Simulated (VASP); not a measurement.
The system is MgI2.

```
Mg I
1.0
     4.19568    0.00000    0.00000
    -2.09784    3.63357    0.00000
     0.00000    0.00000    7.10573
Mg I
1 2
Direct
  0.00000 0.00000 0.00000
  0.33333 0.66667 0.23408
  0.66667 0.33333 0.76592
```

The cell comes from a database or a generator and needn't be the stable form of this composition.

| Item | Value |
| --- | --- |
| Program | VASP 6.6.1 |
| Task | relaxation of cell and atoms |
| Functional | PBE |
| Dispersion | D3(BJ) |
| Potentials or basis | VASP PAW PBE potentials, release 64 (Mg, I) |
| Cutoff | 600 eV |
| k mesh | 6 × 6 × 4 |
| Occupations | gaussian, width 0.02 eV |
| Spin | no spin polarisation |

At the start: pressure -1.0 GPa; volume 36.11 Å³/atom.

Question: Where does the relaxation end?

Answer: Over 9 steps the energy falls by 8.2 meV/atom and the volume is 33.66 Å³/atom (-6.8 %); space group P-3m1 (No. 164, to 0.05 Å).

Step by step:
```tsv
step	energy change (eV)	largest force (eV/Å)	pressure (GPa)	volume (Å³)
1	0.0000	0.0047	-0.97	108.33
2	-0.0121	0.1523	-0.07	104.93
3	-0.0122	0.1662	0.02	104.62
4	-0.0147	0.1307	0.00	104.26
5	-0.0176	0.0436	-0.04	103.38
6	-0.0195	0.0384	-0.05	102.98
7	-0.0236	0.0202	-0.07	101.77
8	-0.0214	0.0320	-0.02	99.32
9	-0.0245	0.0112	-0.05	100.97
```

Final structure:
```
Mg I
1.0
     4.12835    0.00000    0.00000
    -2.06417    3.57525    0.00000
     0.00000    0.00000    6.84093
Mg I
1 2
Direct
  0.00000 0.00000 0.00000
  0.33333 0.66667 0.24452
  0.66667 0.33333 0.75548
```
